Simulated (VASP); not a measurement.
NbTe: relaxation of cell and atoms with MS2

NbTe:

```
Te Nb
1.0
     3.70297    0.00000    0.00000
    -1.85149    3.20687    0.00000
     0.00000    0.00000    3.69421
Te Nb
1 1
Direct
  0.66667 0.33333 0.00000
  0.00000 0.00000 0.50000
```

The cell comes from a database or a generator and needn't be the stable form of this composition.

```json
{
 "Program": "VASP 6.6.1",
 "Task": "relaxation of cell and atoms",
 "Functional": "MS2",
 "Potentials or basis": "VASP PAW PBE potentials, release 64 (Te, Nb_sv)",
 "Cutoff": "600 eV",
 "k mesh": "8 × 8 × 7",
 "Occupations": "gaussian, width 0.05 eV",
 "Spin": "no spin polarisation",
 "Further INCAR settings": "ALGO = Normal; EDIFF = 1e-06; IBRION = 2; EDIFFG = -0.02; NSW = 60; ISIF = 3"
}
```

```
Relaxed volume                         : 20.94 Å³/atom
Relaxed cell                           : a = 3.621 Å, b = 3.621 Å, c = 3.688 Å, α = 90.00°, β = 90.00°, γ = 120.00°
Space group after relaxing (to 0.05 Å) : P-6m2 (No. 187)
Energy gained by relaxing              : 17.2 meV/atom
Ionic steps                            : 6
Pressure after relaxing                : 0.0 GPa
Band gap on the k mesh                 : none (metal or under the smearing width)
```

Stress tensor (GPa, compression positive):
```
 0.07  0.00  0.00
 0.00  0.07  0.00
 0.00  0.00 -0.06
```

Step by step:
| step | energy change (eV) | largest force (eV/Å) | pressure (GPa) | volume (Å³) |
| --- | --- | --- | --- | --- |
| 1 | 0.0000 | 0.0000 | -5.28 | 43.87 |
| 2 | 0.0447 | 0.0000 | 10.06 | 39.44 |
| 3 | -0.0315 | 0.0000 | -0.05 | 42.06 |
| 4 | -0.0315 | 0.0000 | 0.04 | 42.03 |
| 5 | -0.0337 | 0.0000 | 0.03 | 41.95 |
| 6 | -0.0344 | 0.0000 | 0.03 | 41.88 |

Final structure:
```xyz
2
Lattice="3.6213 0.0000 0.0000 -1.8106 3.1361 0.0000 0.0000 0.0000 3.6878" Properties=species:S:1:pos:R:3 pbc="T T T"
Te    1.8106    1.0454    0.0000
Nb    0.0000    0.0000    1.8439
```

Levels at points of the mesh, in eV from the Fermi level:
| k point | band 8 | band 9 | band 10 | band 11 | band 12 | band 13 |
| --- | --- | --- | --- | --- | --- | --- |
| (0.00, 0.00, 0.00) | -3.21 | -2.61 | 0.09 | 0.09 | 2.63 | 2.63 |
| (0.50, 0.00, 0.00) | -2.93 | -2.60 | -0.29 | 1.40 | 1.79 | 3.08 |

It took 4.8 min on 1 thread of Intel(R) Xeon(R) 6975P-C (Granite Rapids) (shared host), peak memory 0.21 GiB.

Caveat: the PAW data sets were made with another functional, which shifts forces and pressure a little. Spin-orbit coupling is left out, which matters for the levels of Te.
